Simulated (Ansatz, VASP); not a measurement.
Pt3Rh in VASP and in Ansatz

Contents of INCAR:

```
PREC = Accurate
ENCUT = 520
EDIFF = 1E-6
ISMEAR = 1
SIGMA = 0.25
LREAL = False
LASPH = True
NELM = 100
ALGO = Normal
ISIF = 2
LWAVE = False
LCHARG = False
NBANDS = 30
```

KPOINTS

```
regular mesh
0
Gamma
  6 6 6
```

Contents of POSCAR:

```
Pt3Rh
1.0
    3.9098689900      0.0000000000      0.0000000000
    0.0000000000      3.9098689900      0.0000000000
    0.0000000000      0.0000000000      3.9098689900
Rh Pt
1 3
Direct
    0.5000000000      0.5000000000      0.5000000000
    0.5000000000      0.0000000000      0.0000000000
    0.0000000000      0.5000000000      0.0000000000
    0.0000000000      0.0000000000      0.5000000000
```

Input for Ansatz:

```yaml
crystal:
  lattice:
    - [3.90986899, 0.0, 0.0]
    - [0.0, 3.90986899, 0.0]
    - [0.0, 0.0, 3.90986899]
  atoms:
    - { symbol: Rh, position: [0.5, 0.5, 0.5] }
    - { symbol: Pt, position: [0.5, 0.0, 0.0] }
    - { symbol: Pt, position: [0.0, 0.5, 0.0] }
    - { symbol: Pt, position: [0.0, 0.0, 0.5] }
kpoints:
  mp_grid:
    grid: [6, 6, 6]
    shift: [0.0, 0.0, 0.0]
hamiltonian:
  xc: lda
scf:
  occupations:
    method: methfessel_paxton
    width: 0.25
output:
  forces: true
  stress: true
```

The cell comes from a database or a generator and needn't be the stable form of this composition.

Alike in both runs: task single point; functional LDA; k mesh 6 × 6 × 6; occupations methfessel-paxton of order 1, width 0.25 eV; no spin polarisation.

|  | VASP | Ansatz |
| --- | --- | --- |
| version | VASP 6.6.1 | Ansatz 0.2.0 |
| potentials or method | VASP PAW LDA potentials, release 64 (Rh_pv, Pt) | plane waves, PAW |
| plane-wave cutoff (eV) | 520 | 420 |
| valence electrons in the cell | 45 | 71 |

VASP gave:

```
pressure (GPa) : -10.2
```

Task: Estimate Ansatz's values.

Result: Pressure (GPa): -10.8.

The two sets of potentials don't hold the same shells in valence.

The runs have no spin-orbit coupling, so splittings on Pt are missing.
